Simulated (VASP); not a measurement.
# GaAs (zinc blende): computed properties

Calculation: PBEsol GGA, VASP's PBE PAW potentials (set 64) (plane waves; VASP).

For GaAs, the space group is F-43m (216), the cell is a = b = c = 5.657 Å, α = β = γ = 90.00° and the volume per atom is 22.63 Å^3/atom. The band gap (over mesh and band path) comes out as 0.44 eV and the smallest direct gap (over mesh and band path) is 0.44 eV. The Hill bulk modulus comes out as 70.3 GPa and the Hill shear modulus is 43.3 GPa. The Poisson's ratio is 0.244. The band-edge character without spin-orbit coupling is direct, Γ to Γ and the band gap with spin-orbit coupling is 0.33 eV. The density is 5.31 g/cm³, the C11 is 111 GPa and the C12 is 50.0 GPa. The C44 is 54.9 GPa.

```
CELL_PARAMETERS angstrom
      0.00000     2.82849     2.82849
      2.82849     0.00000     2.82849
      2.82849     2.82849     0.00000
ATOMIC_POSITIONS crystal
  Ga 0.00000 0.00000 0.00000
  As 0.25000 0.25000 0.25000
```

Measured: gap 1.57 eV (computed value off by -1.13 eV), as given by Wei Chen et al., Physical Review Materials (2018), doi:10.1103/physrevmaterials.2.073803 [zero-point renormalisation of 0.05 eV added back (the table's ZPR column)]; a 5.640 Å at 0 K (computed value off by +0.3 %), as given by Daniel Mejia-Rodriguez et al., Physical Review B (2018), arXiv:1807.09216 [static lattice: zero-point anharmonic expansion removed]; bulk modulus 75.0 GPa (computed value off by -6.2 %), as given by M. Råsander et al., The Journal of Chemical Physics (2015), arXiv:1505.02379; shear modulus 46.6 GPa (computed value off by -7.0 %), as given by Cormac Toher et al., Physical Review Materials (2017), arXiv:1611.05714. The calculation is for a static lattice, while the measured bulk modulus, shear modulus hold thermal and zero-point effects, which are part of the difference.

The compound is GaAs in the zinc blende structure. It was relaxed first. Symmetry was kept, so distortions that lower it aren't found.
